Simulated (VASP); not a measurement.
Given:

```yaml
crystal:
  lattice:
    - [3.72420, 0.00000, 0.00000]
    - [0.00000, 3.72420, 0.00000]
    - [0.00000, 0.00000, 3.72420]
  atoms:
    - { symbol: Cs, position: [0.00000, 0.00000, 0.00000] }
    - { symbol: H, position: [0.50000, 0.50000, 0.50000] }
```

The numbers are results of PBEsol GGA, VASP's PBE PAW potentials (set 64) (plane waves; VASP), not measurements. Settings: 400 eV cut-off, 8×8×8 Γ-centred mesh, tetrahedra with Blöchl corrections, potentials Cs_sv H.

Unless said otherwise, spin-orbit coupling is left out, though it shifts the bands of the heavy elements here.

Q: Predict the energy per atom (σ→0), band gap (on the k-mesh) with the smallest direct gap where there is one.

A: 
```yaml
band gap (on the k-mesh): 2.49 eV
smallest direct gap (on the k-mesh): 2.49 eV
energy per atom (σ→0): -2.277 eV/atom
```

Total energies compare only between runs with the same potentials, cut-off and functional.

The structure comes from a computed database's CsH entry (Pm-3m); how it stands against other phases isn't given here. It was relaxed first, which changed the volume by -7 %.
